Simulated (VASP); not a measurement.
Computed with r2SCAN meta-GGA, VASP's PBE PAW potentials (set 64) (plane waves; VASP).

A VASP calculation is set up with these files.

### INCAR
```
SYSTEM = Zr
PREC = Accurate; ENCUT = 400; LREAL = .False.
LASPH = .True.
EDIFF = 1E-8; NELM = 100; ALGO = Normal
LMAXMIX = 4; LMIXTAU = .True.
ISMEAR = 1; SIGMA = 0.1
METAGGA = R2SCAN
IBRION = 1; NSW = 30; ISIF = 2
EDIFFG = -0.001
LWAVE = .False.; LCHARG = .False.
```

File POSCAR:
```
Zr
1
    1.6219689990    -2.8093326597     0.0000000000
    1.6219689990     2.8093326597    -0.0000000000
   -0.0000000000    -0.0000000000     5.1505613461
Zr
2
Direct
  0.3333330000   0.6666670000   0.2500000000
  0.6666670000   0.3333330000   0.7500000000
```

**KPOINTS**
```
kpoints
0
gamma
 12 12 7
0 0 0
```

POTCAR, in this order: Zr_sv (PBE.64 set). Program: vasp_std.

The run wrote:

OSZICAR:
```
       N       E                     dE             d eps       ncg     rms          rms(c)
DAV:   1     0.153801129957E+03    0.15380E+03   -0.12499E+04  2456   0.127E+03
DAV:   2    -0.429569993887E+02   -0.19676E+03   -0.19522E+03  3096   0.386E+02
DAV:   3    -0.585640197346E+02   -0.15607E+02   -0.15560E+02  4704   0.738E+01
DAV:   4    -0.589154173880E+02   -0.35140E+00   -0.35131E+00  2576   0.130E+01
DAV:   5    -0.589286788036E+02   -0.13261E-01   -0.13261E-01  3872   0.163E+00    0.178E+01
DAV:   6    -0.473331273897E+02    0.11596E+02   -0.10674E+01  3056   0.227E+01    0.455E+00
DAV:   7    -0.439175561984E+02    0.34156E+01   -0.16698E+00  2680   0.116E+01    0.131E+00
DAV:   8    -0.457610402332E+02   -0.18435E+01   -0.73297E-01  2512   0.947E+00    0.773E-01
DAV:   9    -0.449761341410E+02    0.78491E+00   -0.11236E+00  2432   0.102E+01    0.720E-01
DAV:  10    -0.449944081743E+02   -0.18274E-01   -0.22672E-01  2632   0.385E+00    0.704E-01
DAV:  11    -0.455000667935E+02   -0.50566E+00   -0.32772E-01  2616   0.437E+00    0.369E-01
DAV:  12    -0.454902603329E+02    0.98065E-02   -0.13290E-02  3720   0.961E-01    0.290E-01
DAV:  13    -0.455021298256E+02   -0.11869E-01   -0.61961E-03  2544   0.698E-01    0.110E-01
DAV:  14    -0.454978086301E+02    0.43212E-02   -0.53526E-03  2544   0.665E-01    0.698E-02
DAV:  15    -0.454964749380E+02    0.13337E-02   -0.19313E-03  2760   0.326E-01    0.746E-02
DAV:  16    -0.454971631890E+02   -0.68825E-03   -0.12460E-03  2704   0.291E-01    0.320E-02
DAV:  17    -0.454973057826E+02   -0.14259E-03   -0.11218E-04  3248   0.664E-02    0.280E-02
DAV:  18    -0.454971743821E+02    0.13140E-03   -0.51027E-05  2552   0.554E-02    0.117E-02
DAV:  19    -0.454972237225E+02   -0.49340E-04   -0.48441E-05  2664   0.621E-02    0.645E-03
DAV:  20    -0.454972318369E+02   -0.81144E-05   -0.21477E-06  3288   0.154E-02    0.471E-03
DAV:  21    -0.454972260595E+02    0.57774E-05   -0.35715E-06  2632   0.175E-02    0.322E-03
DAV:  22    -0.454972297422E+02   -0.36827E-05   -0.80932E-07  2760   0.866E-03    0.762E-04
DAV:  23    -0.454972268005E+02    0.29417E-05   -0.79754E-08  3272   0.248E-03    0.797E-04
DAV:  24    -0.454972283006E+02   -0.15002E-05   -0.19915E-08  2048   0.127E-03    0.304E-04
DAV:  25    -0.454972270357E+02    0.12649E-05   -0.16138E-08  1784   0.140E-03    0.133E-04
DAV:  26    -0.454972274688E+02   -0.43308E-06   -0.20201E-09  1432   0.444E-04    0.104E-04
DAV:  27    -0.454972275294E+02   -0.60603E-07   -0.81954E-10  1424   0.257E-04    0.633E-05
DAV:  28    -0.454972276127E+02   -0.83337E-07   -0.44579E-10  1424   0.200E-04    0.267E-05
DAV:  29    -0.454972274707E+02    0.14200E-06   -0.10060E-10  1424   0.109E-04    0.230E-05
DAV:  30    -0.454972275307E+02   -0.59973E-07   -0.34152E-11  1344   0.427E-05    0.207E-05
DAV:  31    -0.454972275520E+02   -0.21288E-07   -0.18881E-11  1360   0.332E-05    0.205E-05
DAV:  32    -0.454972275187E+02    0.33289E-07   -0.16849E-11  1312   0.333E-05    0.199E-05
DAV:  33    -0.454972275406E+02   -0.21926E-07   -0.65062E-12  1352   0.174E-05    0.198E-05
DAV:  34    -0.454972275440E+02   -0.33815E-08    0.35231E-13  1336   0.120E-05
   1 F= -.45497228E+02 E0= -.45496474E+02  d E =-.454972E+02
```

**OUTCAR**
```
------------------------ aborting loop because EDIFF is reached ----------------------------------------
  FORCE on cell =-STRESS in cart. coord.  units (eV):
  Direction    XX          YY          ZZ          XY          YZ          ZX
  --------------------------------------------------------------------------------------
  Total        0.0040028      0.0040028      0.0005922      0.0000000      0.0000000     -0.0000000
  in kB        0.1366291      0.1366291      0.0202135      0.0000000      0.0000000     -0.0000000
  external PRESSURE =       0.0978239 kB  Pullay stress =       0.0000000 kB
  volume of cell :       46.94
      direct lattice vectors                 reciprocal lattice vectors
     1.621968999 -2.809332660  0.000000000     0.308267298 -0.177978211  0.000000000
     1.621968999  2.809332660  0.000000000     0.308267298  0.177978211  0.000000000
     0.000000000  0.000000000  5.150561346     0.000000000  0.000000000  0.194153595
 POSITION                                       TOTAL-FORCE (eV/Angst)
 -----------------------------------------------------------------------------------
      1.62197      0.93645      1.28764         0.000000     -0.000000      0.000000
      1.62197     -0.93645      3.86292        -0.000000      0.000000      0.000000
 -----------------------------------------------------------------------------------
    total drift:                               -0.000147      0.001120     -0.000019
  FREE ENERGIE OF THE ION-ELECTRON SYSTEM (eV)
  ---------------------------------------------------
  free  energy   TOTEN  =       -45.4972275440 eV

  energy  without entropy=      -45.4949681361  energy(sigma->0) =      -45.49647441

 reached required accuracy - stopping structural energy minimisation
```
(Selected blocks of OUTCAR.)

The compound is Zr in the hcp structure. It was relaxed first. The start is the result of an earlier pass.
